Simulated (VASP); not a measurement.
Consider the following.

```
CELL_PARAMETERS angstrom
     -3.05462     3.05462     1.61265
      3.05462    -3.05462     1.61265
      3.05462     3.05462    -1.61265
ATOMIC_POSITIONS crystal
  Tl 0.75000 0.25000 0.50000
  Tl 0.00000 0.00000 0.00000
```

All values below come from PBEsol GGA, VASP's PBE PAW potentials (set 64) (plane waves; VASP 6.6.1). Run with 400 eV cut-off, Gaussian smearing of 0.050 eV, potentials Tl_d.

Unless said otherwise, spin-orbit coupling is left out, though it shifts the bands of the heavy elements here.

Question: Estimate the band gap (along the path) with the smallest direct gap where there is one.

Answer: 
| Quantity | Value |
|---|---|
| band gap (along the path) | none (metal, semimetal or under 0.01 eV) |

Total energies compare only between runs with the same potentials, cut-off and functional.

The structure was generated: Tl was put into the beta-Sn type (I4_1/amd), which need not be its known phase. It was relaxed first.
